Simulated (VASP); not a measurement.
A run of VASP 6.6.1:

File INCAR:

```
PREC = Accurate
ENCUT = 520
EDIFF = 1E-7
ISMEAR = 0
SIGMA = 0.15
LREAL = F
LASPH = T
NELM = 100
ALGO = Fast
ISIF = 2
LWAVE = F
LCHARG = F
GGA = CA
NBANDS = 15
```

The input KPOINTS:

```
regular mesh
0
Gamma
  20 20 20
```

File POSCAR:

```
TaN
1.0
    0.0000000000      2.5154717520      1.6350566388
    2.5154717520      0.0000000000      1.6350566388
    2.5154717520      2.5154717520      0.0000000000
Ta N
1 1
Direct
    0.5000000000      0.5000000000      0.5000000000
    0.0000000000      0.0000000000      0.0000000000
```

Potentials or basis: VASP PAW LDA potentials, release 64 (Ta_pv, N).

The run is started by

```console
$ cat potpaw_LDA.64/Ta_pv/POTCAR potpaw_LDA.64/N/POTCAR > POTCAR
$ mpirun -np 1 vasp_std > vasp.out
```

Hardware: 1 thread of Intel(R) Xeon(R) 6975P-C (Granite Rapids) (shared host).

Q: How long does it take, and how much memory?

A: It took 76 s on 1 thread of Intel(R) Xeon(R) 6975P-C (Granite Rapids), on a shared host, peak memory 0.3 GiB. Counts: scf iterations 14, k points 641.
